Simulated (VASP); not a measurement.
Consider the following.

```yaml
crystal:
  lattice:
    - [2.70854, 0.00000, 0.00000]
    - [0.00000, 2.70854, 0.00000]
    - [0.00000, 0.00000, 2.70854]
  atoms:
    - { symbol: Ta, position: [0.00000, 0.00000, 0.00000] }
```

These are PBEsol GGA, VASP's PBE PAW potentials (set 64) (plane waves; VASP) values and carry that method's errors. Run with 400 eV cut-off, Gaussian smearing of 0.050 eV, potentials Ta_pv.

Task: Give the energies of bands 4 to 8 at the high-symmetry points, in eV from the Fermi level.

Result: 
```json
[
 {"band": "4", "Γ": "-7.37", "X": "-3.80", "M": "-4.13", "R": "-2.42"},
 {"band": "5", "Γ": "-2.69", "X": "-1.68", "M": "-1.39", "R": "-2.42"},
 {"band": "6", "Γ": "-2.69", "X": "0.09", "M": "3.31", "R": "-2.42"},
 {"band": "7", "Γ": "6.42", "X": "2.49", "M": "3.31", "R": "7.64"},
 {"band": "8", "Γ": "6.42", "X": "2.49", "M": "5.38", "R": "9.41"}
]
```

It has no gap at this level: it comes out as a metal or semimetal.

The structure was generated: Ta was put into the simple-cubic type (Pm-3m), which need not be its known phase. It was relaxed first.
